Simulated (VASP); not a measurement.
A VASP calculation is set up with these files.

INCAR:
```
SYSTEM = LiH
PREC = Accurate
ENCUT = 520
EDIFF = 1E-6
NELM = 100
ALGO = Normal
LREAL = .FALSE.
LASPH = .TRUE.
ISMEAR = 0
SIGMA = 0.05
GGA = PE
LWAVE = .FALSE.
LCHARG = .FALSE.
ISIF = 2
```

### POSCAR
```
LiH
1
    0.0000000000     2.0808000000     2.0808000000
    2.0808000000     0.0000000000     2.0808000000
    2.0808000000     2.0808000000     0.0000000000
Li H
1 1
Direct
  0.0000000000   0.0000000000   0.0000000000
  0.5000000000   0.5000000000   0.5000000000
```

### KPOINTS
```
k-points along high-symmetry lines
6
Line-mode
Reciprocal
  0.000000   0.000000   0.000000 ! GAMMA
  0.500000   0.000000   0.500000 ! X

  0.500000   0.000000   0.500000 ! X
  0.625000   0.250000   0.625000 ! U

  0.375000   0.375000   0.750000 ! K
  0.000000   0.000000   0.000000 ! GAMMA

  0.000000   0.000000   0.000000 ! GAMMA
  0.500000   0.500000   0.500000 ! L

  0.500000   0.500000   0.500000 ! L
  0.500000   0.250000   0.750000 ! W

  0.500000   0.250000   0.750000 ! W
  0.500000   0.000000   0.500000 ! X
```

POTCAR, in this order: Li_sv H (PBE.64 set). Program: vasp_std.

Output

File standard output:
```
 POSCAR found type information on POSCAR LiH
 POSCAR found :  2 types and       2 ions
 Reading from existing POTCAR
 Reading from existing POTCAR
 LDA part: xc-table for (Slater+PW92), standard interpolation
 POSCAR, INCAR and KPOINTS ok, starting setup
 WAVECAR not read
 entering main loop
       N       E                     dE             d eps       ncg     rms          rms(c)
DAV:   1    -0.972005015235E+00   -0.97201E+00   -0.14502E+03   450   0.603E+02
DAV:   2    -0.597706490533E+01   -0.50051E+01   -0.43774E+01   624   0.643E+01
DAV:   3    -0.608159704894E+01   -0.10453E+00   -0.10453E+00   498   0.895E+00
DAV:   4    -0.608441969388E+01   -0.28226E-02   -0.28226E-02   636   0.106E+00
DAV:   5    -0.608442450020E+01   -0.48063E-05   -0.48063E-05   510   0.437E-02    0.332E+00
DAV:   6    -0.581889896295E+01    0.26553E+00   -0.20617E-01   456   0.212E+00    0.171E+00
DAV:   7    -0.572833362122E+01    0.90565E-01   -0.31008E-01   486   0.282E+00    0.302E-01
DAV:   8    -0.573337265735E+01   -0.50390E-02   -0.18467E-02   528   0.102E+00    0.599E-02
DAV:   9    -0.573348204652E+01   -0.10939E-03   -0.40088E-04   528   0.115E-01    0.231E-02
DAV:  10    -0.573344213777E+01    0.39909E-04   -0.24868E-05   534   0.406E-02    0.417E-03
DAV:  11    -0.573346098014E+01   -0.18842E-04   -0.73840E-07   414   0.100E-02    0.136E-03
DAV:  12    -0.573346949771E+01   -0.85176E-05   -0.13401E-07   252   0.372E-03    0.116E-03
DAV:  13    -0.573346633033E+01    0.31674E-05   -0.25796E-08   222   0.195E-03    0.143E-04
DAV:  14    -0.573346628951E+01    0.40817E-07   -0.34762E-09   216   0.682E-04
   1 F= -.57334663E+01 E0= -.57334663E+01  d E =-.175079E-22
```

**OUTCAR**
```
------------------------ aborting loop because EDIFF is reached ----------------------------------------
  FORCE on cell =-STRESS in cart. coord.  units (eV):
  Direction    XX          YY          ZZ          XY          YZ          ZX
  --------------------------------------------------------------------------------------
  Total        0.3013379      0.3013379      0.3013379     -0.0000000     -0.0000000      0.0000000
  in kB       26.7943551     26.7943551     26.7943551     -0.0000000     -0.0000000      0.0000000
  external PRESSURE =      26.7943551 kB  Pullay stress =       0.0000000 kB
  volume of cell :       18.02
      direct lattice vectors                 reciprocal lattice vectors
     0.000000000  2.080800000  2.080800000    -0.240292195  0.240292195  0.240292195
     2.080800000  0.000000000  2.080800000     0.240292195 -0.240292195  0.240292195
     2.080800000  2.080800000  0.000000000     0.240292195  0.240292195 -0.240292195
  FREE ENERGIE OF THE ION-ELECTRON SYSTEM (eV)
  ---------------------------------------------------
  free  energy   TOTEN  =        -5.7334662895 eV

  energy  without entropy=       -5.7334662895  energy(sigma->0) =       -5.73346629
```
(Selected blocks of OUTCAR.)

Read input and log: which fault does this run have?
(A) ENCUT is too low for a cell relaxation, so Pulay stress biases the volume
(B) a line-mode KPOINTS file was used for a self-consistent run
(C) Methfessel-Paxton smearing was used on a material with a gap
(D) NSW = 0, so the ions never move

B, a line-mode KPOINTS file was used for a self-consistent run. The run ends without an error. Against the sound run, the energy per atom (σ→0) rises by 0.186 eV/atom; the pressure goes up by 6.27 GPa.

To mend it, correct KPOINTS.
KPOINTS:
```
Automatic mesh
0
Gamma
8 8 8
0 0 0
```
The mended run (PBE GGA, plane waves, VASP's PBE PAW potentials (set 64)) converges, and its OSZICAR ends with
```
   1 F= -.61048058E+01 E0= -.61048058E+01  d E =-.816424E-13
```

The compound is LiH in the rock salt structure. The cell was not relaxed at this level.
